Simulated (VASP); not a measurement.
All values below come from SCAN meta-GGA, VASP's PBE PAW potentials (set 64) (plane waves; VASP 6.6.1).

Input for VASP

**POSCAR**
```
CdS
1
    0.0000000000     2.9924304462     2.9924304462
    2.9924304462     0.0000000000     2.9924304462
    2.9924304462     2.9924304462     0.0000000000
Cd S
1 1
Direct
  0.0000000000   0.0000000000   0.0000000000
  0.2500000000   0.2500000000   0.2500000000
```

**KPOINTS**
```
Automatic mesh
0
Gamma
8 8 8
0 0 0
```

**INCAR**
```
SYSTEM = CdS
PREC = Accurate; ENCUT = 520; LREAL = .FALSE.
LASPH = .TRUE.
EDIFF = 1E-7; NELM = 100; ALGO = Normal
LMAXMIX = 4; LMIXTAU = .TRUE.
ISMEAR = 0; SIGMA = 0.05
METAGGA = SCAN
ISIF = 2
LWAVE = .FALSE.; LCHARG = .FALSE.
```

POTCAR, in this order: Cd S (PBE.64 set). Program: vasp_std.

What VASP printed:

OUTCAR:
```
 ion  position               nearest neighbor table
   1  0.000  0.000  0.000-   2 2.59   2 2.59   2 2.59   2 2.59
   2  0.250  0.250  0.250-   1 2.59   1 2.59   1 2.59   1 2.59
  LATTYP: Found a face centered cubic cell.
 ALAT       =     5.9848608924
 Subroutine PRICEL returns:
 Original cell was already a primitive cell.
 Subroutine GETGRP returns: Found 24 space group operations
The static configuration has the point symmetry T_d .
The dynamic configuration has the point symmetry T_d .
 Subroutine INISYM returns: Found 24 space group operations
 Subroutine IBZKPT returns following result:
 Found     29 irreducible k-points:

 Following reciprocal coordinates:
            Coordinates               Weight
  0.000000  0.000000  0.000000      1.000000
  0.125000  0.000000  0.000000      8.000000
  0.250000  0.000000  0.000000      8.000000
  0.375000  0.000000  0.000000      8.000000
  0.500000  0.000000  0.000000      4.000000
  0.125000  0.125000  0.000000      6.000000
  0.250000  0.125000  0.000000     24.000000
  0.375000  0.125000  0.000000     24.000000
  0.500000  0.125000  0.000000     24.000000
 -0.375000  0.125000  0.000000     24.000000
 -0.250000  0.125000  0.000000     24.000000
 -0.125000  0.125000  0.000000     12.000000
  0.250000  0.250000  0.000000      6.000000
  0.375000  0.250000  0.000000     24.000000
  0.500000  0.250000  0.000000     24.000000
 -0.375000  0.250000  0.000000     24.000000
 -0.250000  0.250000  0.000000     12.000000
  0.375000  0.375000  0.000000      6.000000
  0.500000  0.375000  0.000000     24.000000
 -0.375000  0.375000  0.000000     12.000000
  0.500000  0.500000  0.000000      3.000000
  0.375000  0.250000  0.125000     24.000000
  0.500000  0.250000  0.125000     48.000000
 -0.375000  0.250000  0.125000     24.000000
...
```

**OSZICAR**
```
       N       E                     dE             d eps       ncg     rms          rms(c)
DAV:   1     0.757891069959E+02    0.75789E+02   -0.90452E+03   754   0.127E+03
DAV:   2    -0.414887798402E+02   -0.11728E+03   -0.11190E+03   874   0.304E+02
DAV:   3    -0.468477311306E+02   -0.53590E+01   -0.53419E+01   879   0.672E+01
DAV:   4    -0.468867998881E+02   -0.39069E-01   -0.39058E-01   844   0.582E+00
DAV:   5    -0.468873312386E+02   -0.53135E-03   -0.53133E-03   884   0.655E-01    0.678E+00
DAV:   6    -0.413277238665E+02    0.55596E+01   -0.57383E+00   764   0.413E+01    0.912E+00
DAV:   7    -0.414378677020E+02   -0.11014E+00   -0.63546E-01   764   0.116E+01    0.509E+00
DAV:   8    -0.414173301051E+02    0.20538E-01   -0.29879E-01   754   0.506E+00    0.134E+00
DAV:   9    -0.414975865509E+02   -0.80256E-01   -0.16063E-01   754   0.427E+00    0.699E-01
DAV:  10    -0.415129500964E+02   -0.15364E-01   -0.17115E-02   764   0.150E+00    0.243E-01
DAV:  11    -0.415137334624E+02   -0.78337E-03   -0.53059E-03   794   0.940E-01    0.145E-01
DAV:  12    -0.415142836831E+02   -0.55022E-03   -0.17501E-03   759   0.593E-01    0.127E-01
DAV:  13    -0.415147181169E+02   -0.43443E-03   -0.90736E-04   754   0.440E-01    0.298E-02
DAV:  14    -0.415147677132E+02   -0.49596E-04   -0.32324E-05   844   0.725E-02    0.898E-03
DAV:  15    -0.415147791059E+02   -0.11393E-04   -0.22994E-05   759   0.624E-02    0.552E-03
DAV:  16    -0.415147775500E+02    0.15559E-05   -0.28036E-06   774   0.210E-02    0.317E-03
DAV:  17    -0.415147774693E+02    0.80710E-07   -0.14752E-07   651   0.456E-03
   1 F= -.41514777E+02 E0= -.41514777E+02  d E =-.508354E-11
```

File OUTCAR:
```
------------------------ aborting loop because EDIFF is reached ----------------------------------------
  FORCE on cell =-STRESS in cart. coord.  units (eV):
  Direction    XX          YY          ZZ          XY          YZ          ZX
  --------------------------------------------------------------------------------------
  Total       -1.0647116     -1.0647116     -1.0647116      0.0000000     -0.0000000      0.0000000
  in kB      -31.8302747    -31.8302747    -31.8302747      0.0000000     -0.0000000      0.0000000
  external PRESSURE =     -31.8302747 kB  Pullay stress =       0.0000000 kB
  volume of cell :       53.59
      direct lattice vectors                 reciprocal lattice vectors
     0.000000000  2.992430446  2.992430446    -0.167088261  0.167088261  0.167088261
     2.992430446  0.000000000  2.992430446     0.167088261 -0.167088261  0.167088261
     2.992430446  2.992430446  0.000000000     0.167088261  0.167088261 -0.167088261
  FREE ENERGIE OF THE ION-ELECTRON SYSTEM (eV)
  ---------------------------------------------------
  free  energy   TOTEN  =       -41.5147774693 eV

  energy  without entropy=      -41.5147774693  energy(sigma->0) =      -41.51477747
```
(Selected blocks of OUTCAR.)

OUTCAR:
```
 val. band max:        0.3833493722   @ k =   0.0000   0.0000   0.0000

 cond. band min:       1.7139240354   @ k =   0.0000   0.0000   0.0000


 Fermi energy:         0.5912905453

 k-point     1 :       0.0000    0.0000    0.0000
  band No.  band energies     occupation
      1     -12.0676      2.00000
      2      -7.3180      2.00000
      3      -7.3180      2.00000
      4      -7.3178      2.00000
      5      -6.9063      2.00000
      6      -6.9063      2.00000
      7       0.3833      2.00000
      8       0.3833      2.00000
      9       0.3833      2.00000
     10       1.7139      0.00000
     11       7.4071      0.00000
     12       7.4071      0.00000
     13       7.4072      0.00000

 k-point     2 :       0.1250    0.0000    0.0000
  band No.  band energies     occupation
      1     -12.0148      2.00000
      2      -7.2989      2.00000
      3      -7.2986      2.00000
      4      -7.2647      2.00000
      5      -6.9070      2.00000
      6      -6.9069      2.00000
      7      -0.5619      2.00000
      8       0.2764      2.00000
      9       0.2764      2.00000
     10       2.5160      0.00000
     11       7.0854      0.00000
     12       7.5931      0.00000
     13       7.5931      0.00000

 k-point     3 :       0.2500    0.0000    0.0000
  band No.  band energies     occupation
      1     -11.8865      2.00000
      2      -7.2571      2.00000
      3      -7.2567      2.00000
      4      -7.0854      2.00000
      5      -6.9025      2.00000
      6      -6.9023      2.00000
      7      -1.9430      2.00000
      8       0.0338      2.00000
      9       0.0338      2.00000
     10       3.3572      0.00000
     11       6.9712      0.00000
     12       7.8725      0.00000
     13       7.8725      0.00000

 k-point     4 :       0.3750    0.0000    0.0000
  band No.  band energies     occupation
      1     -11.7582      2.00000
      2      -7.2240      2.00000
      3      -7.2235      2.00000
...
```

The compound is CdS in the zinc blende structure, a metastable form; wurtzite is the usual one. This cell is one point of a volume scan, at 1.06 of the reference volume.
